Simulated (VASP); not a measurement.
Elastic constants (GPa) of a crystal from PBE GGA, VASP's PBE PAW potentials (set 64) in VASP 6.6.1:

```csv
,xx,yy,zz,yz,xz,xy
xx,53.2,21.7,21.7,0.0,0.0,0.0
yy,21.7,53.2,21.7,0.0,0.0,0.0
zz,21.7,21.7,53.2,0.0,0.0,0.0
yz,0.0,0.0,0.0,25.3,0.0,0.0
xz,0.0,0.0,0.0,0.0,25.3,0.0
xy,0.0,0.0,0.0,0.0,0.0,25.3
```

### Question
Work out the Voigt, Reuss and Hill moduli, Young's modulus and Poisson's ratio.

### Answer
All eigenvalues are positive (smallest 25.3 GPa), so the crystal is stable. K_V = (C11+C22+C33+2(C12+C13+C23))/9 = (159.6 + 2×65.1)/9 = 32.2 GPa; G_V = (159.6 − 65.1 + 3×75.9)/15 = 21.5 GPa. From the compliances, K_R = 32.2 GPa and G_R = 20.4 GPa. Hill: K = 32.2 GPa, G = 20.9 GPa, E = 9KG/(3K+G) = 51.6 GPa, ν = (3K−2G)/(2(3K+G)) = 0.233. K/G = 1.54, below Pugh's 1.75; universal anisotropy A^U = 0.27.

### Question
With a density of 2.07 g/cm³, what are the mean sound speeds?

### Answer
v_l = √((K+4G/3)/ρ) = 5.38 km/s and v_t = √(G/ρ) = 3.18 km/s. The crystal is LiCl (rock salt), cubic.

The compound is LiCl in the rock salt structure. The cell was not relaxed at this level.
